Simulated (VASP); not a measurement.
```
Al
1.0
    0.00000     2.02500     2.02500
    2.02500     0.00000     2.02500
    2.02500     2.02500     0.00000
Al
1
Cartesian
  0.00000   0.00000   0.00000
```

Calculation: MS2 meta-GGA, VASP's PBE PAW potentials (set 64) (plane waves; VASP 6.6.1). Run with 520 eV cut-off, 14×14×14 Γ-centred mesh, first-order Methfessel-Paxton smearing of 0.10 eV, potentials Al.

Energy and stress use the plane-wave basis of the starting cell.

Problem. The ions, cell shape and volume are relaxed. Give the cell that the relaxation ends in.

Solution. 
```
Al
1.0
    0.00000     2.00490     2.00490
    2.00490     0.00000     2.00490
    2.00490     2.00490     0.00000
Al
1
Direct
  0.00000   0.00000   0.00000
```
Space group Fm-3m (225), at a tolerance of 0.03 Å.

Problem. How do energy and volume change from the first to the last step?

Solution. The energy (σ→0) changes by -3.5 meV/atom and the volume by -2.9 %, in 3 ionic steps.

The compound is Al in the fcc structure. This run relaxes it. Symmetry was kept, so distortions that lower it aren't found.
